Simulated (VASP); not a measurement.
Data:

```xyz
3
Lattice="-1.6082 1.6082 3.9339 1.6082 -1.6082 3.9339 1.6082 1.6082 -3.9339" Properties=species:S:1:pos:R:3 pbc="T T T"
Si     0.0000     0.0000     5.2313
Si     0.0000     0.0000     2.6365
Mo     0.0000     0.0000     0.0000
```

Level of theory: PBE GGA with spin-orbit coupling, VASP's PBE PAW potentials (set 64) (plane waves; VASP). Run with 400 eV cut-off, 12×12×12 Γ-centred mesh, Gaussian smearing of 0.050 eV, potentials Si Mo_sv.

Give the energies of bands 15 to 28 at the high-symmetry points, in eV from the Fermi level.

| band | Γ | X | P | N | M | S | R |
|---|---|---|---|---|---|---|---|
| 15 | -2.98 | -5.19 | -6.13 | -4.44 | -2.14 | -2.73 | -4.38 |
| 16 | -2.98 | -5.19 | -6.13 | -4.44 | -2.14 | -2.73 | -4.38 |
| 17 | -2.60 | -4.38 | -2.70 | -2.55 | -0.59 | -2.45 | -3.78 |
| 18 | -2.60 | -4.38 | -2.70 | -2.55 | -0.59 | -2.45 | -3.78 |
| 19 | -2.54 | -2.98 | -2.08 | -2.50 | -0.52 | -2.22 | -2.86 |
| 20 | -2.54 | -2.98 | -2.08 | -2.50 | -0.52 | -2.22 | -2.86 |
| 21 | 0.37 | -1.20 | -2.00 | -0.48 | -0.51 | -0.38 | -1.77 |
| 22 | 0.37 | -1.20 | -2.00 | -0.48 | -0.51 | -0.38 | -1.77 |
| 23 | 3.07 | 2.27 | 0.29 | 2.23 | -0.42 | 1.53 | 1.76 |
| 24 | 3.07 | 2.27 | 0.29 | 2.23 | -0.42 | 1.53 | 1.76 |
| 25 | 3.26 | 2.69 | 2.27 | 3.09 | 0.51 | 3.02 | 2.04 |
| 26 | 3.26 | 2.69 | 2.27 | 3.09 | 0.51 | 3.02 | 2.04 |
| 27 | 3.44 | 3.12 | 3.99 | 4.00 | 4.72 | 3.63 | 2.57 |
| 28 | 3.44 | 3.12 | 3.99 | 4.00 | 4.72 | 3.63 | 2.57 |

It has no gap at this level: it comes out as a metal or semimetal.

The compound is MoSi2 in the MoSi2 type structure. It was relaxed first.
